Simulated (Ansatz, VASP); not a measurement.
## SbBr in VASP and in Ansatz

```xyz
2
Lattice="0.0000 3.5271 3.5271 3.5271 0.0000 3.5271 3.5271 3.5271 0.0000" Properties=species:S:1:pos:R:3 pbc="T T T"
Sb    0.0000    0.0000    0.0000
Br    1.7635    1.7635    1.7635
```

Change from the starting cell: species swapped into the AlAs type (F-43m, No. 216).

Alike in both runs: functional PBE; k mesh 14 × 14 × 14; occupations gaussian, width 0.1 eV; no spin polarisation.

Ansatz relaxed the structure, and its values are those at the end. VASP's run is a single point on that final structure, the one shown.

|  | VASP | Ansatz |
| --- | --- | --- |
| version | VASP 6.6.1 | Ansatz 0.2.0 |
| potentials or method | VASP PAW PBE potentials, release 64 (Sb, Br) | scalar-relativistic, plane waves, PAW |
| plane-wave cutoff (eV) | 520 | 420 |
| valence electrons in the cell | 12 | 22 |

Ansatz gave:

```
gap on the k mesh at the Fermi level (eV) : none
pressure (GPa)                            : 0.0
```

Question: Estimate VASP's values.

Answer: gap on the k mesh at the Fermi level (eV): none; pressure (GPa): -0.1.

A gap of «none» marks a metal or a gap that the smearing closes. The functional is the same, so the differences come from potentials, cutoffs and numerics. The two sets of potentials don't hold the same shells in valence.

The runs have no spin-orbit coupling, so splittings on Sb are missing.
